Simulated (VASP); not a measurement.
A run of VASP 6.6.1 is set up as follows.

The input INCAR:

```
SYSTEM = NaY
  PREC = Accurate
  ENCUT = 600
  EDIFF = 1E-6
  ISMEAR = -1
  SIGMA = 0.05
  LREAL = .False.
  LASPH = .True.
  NELM = 60
  ALGO = Normal
  ISIF = 3
  LWAVE = .False.
  LCHARG = .False.
  GGA = PE
  IBRION = 2
  NSW = 40
  EDIFFG = -0.005
  PSTRESS = 200
```

The input KPOINTS:

```
regular mesh
0
Gamma
  7 7 7
  0 0 0
```

POSCAR

```
NaY
1.0
    4.0118800000      0.0000000000      0.0000000000
    0.0000000000      4.0118800000      0.0000000000
    0.0000000000      0.0000000000      4.0118800000
Na Y
1 1
Direct
    0.0000000000      0.0000000000      0.0000000000
    0.5000000000      0.5000000000      0.5000000000
```

Potentials or basis: VASP PAW PBE potentials, release 64 (Na_pv, Y_sv).

Launch:

```bash
$ cat potpaw_PBE.64/Na_pv/POTCAR potpaw_PBE.64/Y_sv/POTCAR > POTCAR
$ mpirun -np 1 vasp_std > vasp.out
```

Estimate the relaxed cell.

a = 3.502 Å, b = 3.502 Å, c = 3.502 Å, α = 90.00°, β = 90.00°, γ = 90.00°.

Estimate the relaxed volume.

21.48 Å³/atom.

Predict the band gap on the k mesh.

none (metal or under the smearing width).

Step by step:
```tsv
step	energy change (eV)	largest force (eV/Å)	pressure (GPa)	volume (Å³)
1	0.0000	0.0000	0.01	64.57
2	2.7988	0.0000	45.86	33.76
3	0.9744	0.0000	19.63	43.16
4	1.0207	0.0000	20.37	42.79
5	0.9851	0.0000	19.77	43.08
6	0.9988	0.0000	20.01	42.97
```

Caveat: the cell is relaxed towards a set pressure, so the enthalpy falls and the energy may rise; the volume moved by over 15 % at a fixed basis, so the end points are rough.
